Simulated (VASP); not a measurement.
VASP ran on this input.

### POSCAR
```
Mg2Si
1.0
  0.0000000000   3.0977884678   3.0977884678
  3.0977884678   0.0000000000   3.0977884678
  3.0977884678   3.0977884678   0.0000000000
Mg Si
2 1
Cartesian
  1.5488942339   1.5488942339   1.5488942339
  4.6466827017   4.6466827017   4.6466827017
  0.0000000000   0.0000000000   0.0000000000
```

File KPOINTS:
```
Automatic mesh
0
Gamma
6 6 6
0 0 0
```

**INCAR**
```
SYSTEM  =  Mg2Si
PREC  =  Accurate; ENCUT  =  500; LREAL  =  .FALSE.
LASPH  =  .TRUE.
EDIFF  =  1E-6; NELM  =  100; ALGO  =  Normal
ISMEAR  =  0; SIGMA  =  0.05
GGA  =  PE
IBRION  =  2; NSW  =  40; ISIF  =  3
EDIFFG  =  -0.02; PSTRESS  =  50
LWAVE  =  .FALSE.; LCHARG  =  .FALSE.
```

POTCAR, in this order: Mg Si (PBE.64 set). Program: vasp_std.

### Question
Write an equivalent input for Ansatz.

### Answer
One equivalent input (not run):
Ansatz 0.2 input:
```yaml
crystal:
  lattice:
    - [0.0000000, 3.0977885, 3.0977885]
    - [3.0977885, 0.0000000, 3.0977885]
    - [3.0977885, 3.0977885, 0.0000000]
  atoms:
    - { symbol: Mg, position: [0.2500000, 0.2500000, 0.2500000] }
    - { symbol: Mg, position: [0.7500000, 0.7500000, 0.7500000] }
    - { symbol: Si, position: [0.0000000, 0.0000000, 0.0000000] }
kpoints:
  mp_grid: { grid: [6, 6, 6] }
hamiltonian:
  xc: pbe
  pseudopotentials: { kind: paw }
scf:
  occupations: { method: gaussian, width: 0.05 }
  max_iter: 100
relax:
  max_steps: 40
  f_tol: 0.02
  cell: { p_target: 5 }
output: { forces: true, stress: true, eigenvalues: true }
```
The two are equivalent in intent, not identical: each code has its own PAW files, so the cut-off isn't converted (ENCUT is set for VASP's; basis.ecutwfc is left out, and Ansatz then takes the one that its files recommend); Ansatz stops its SCF on the density residual and VASP on the energy change (EDIFF).

The compound is Mg2Si in the antifluorite structure. It was relaxed first under an external pressure of 5 GPa.
